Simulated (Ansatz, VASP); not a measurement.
# PtC in VASP and in Ansatz

```
Pt C
1.0
     0.00000    2.23228    2.23228
     2.23228    0.00000    2.23228
     2.23228    2.23228    0.00000
Pt C
1 1
Direct
  0.00000 0.00000 0.00000
  0.50000 0.50000 0.50000
```

Alike in both runs: task relaxation of cell and atoms; functional PBE; k mesh 13 × 13 × 13; occupations fermi-dirac, width 0.03 eV; no spin polarisation.

|  | VASP | Ansatz |
| --- | --- | --- |
| version | VASP 6.6.1 | Ansatz 0.2.0 |
| potentials or method | VASP PAW PBE potentials, release 64 (Pt, C) | PAW with Ansatz's default frozen-core files, scalar-relativistic |
| plane-wave cutoff (eV) | 600 | 420 |
| valence electrons in the cell | 14 | 22 |

```tsv
	VASP	Ansatz	Ansatz less VASP
relaxed volume (Å³/atom)	11.13	11.13	+0.005
relaxed cell length with the largest relative difference (Å)	3.157	3.158	+0.0005
```

The two sets of potentials don't hold the same shells in valence.

The runs have no spin-orbit coupling, so splittings on Pt are missing.
